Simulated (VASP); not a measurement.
Os (hcp) relaxed at rising pressure, in one space group throughout; other phases were not tried. The pressures are those reached. Calculation: PBEsol GGA, VASP's PBE PAW potentials (set 64) (plane waves; VASP).

| P (GPa) | V (Å³/atom) | k-mesh |
|---|---|---|
| 0.01 | 13.903 | 15×15×9 |
| 4.88 | 13.755 | 15×15×9 |
| 10.09 | 13.606 | 15×15×9 |
| 19.90 | 13.349 | 15×15×9 |
| 29.98 | 13.110 | 16×16×9 |

A change of mesh leaves a small step in the series.

Fit an equation of state and predict the volume at 45.08 GPa.

Least squares on the third-order Birch-Murnaghan form, P = (3B0/2)(y⁷ − y⁵)[1 + (3/4)(B′ − 4)(y² − 1)] with y = (V0/V)^(1/3), gives V0 = 13.903 Å³/atom, B0 = 444 GPa and B′ = 4.7, and so 12.792 Å³/atom. The run gave 12.793 Å³/atom, +0.0 % from the fit.

Pressures at which the relaxation failed are left out.

The compound is Os in the hcp structure.
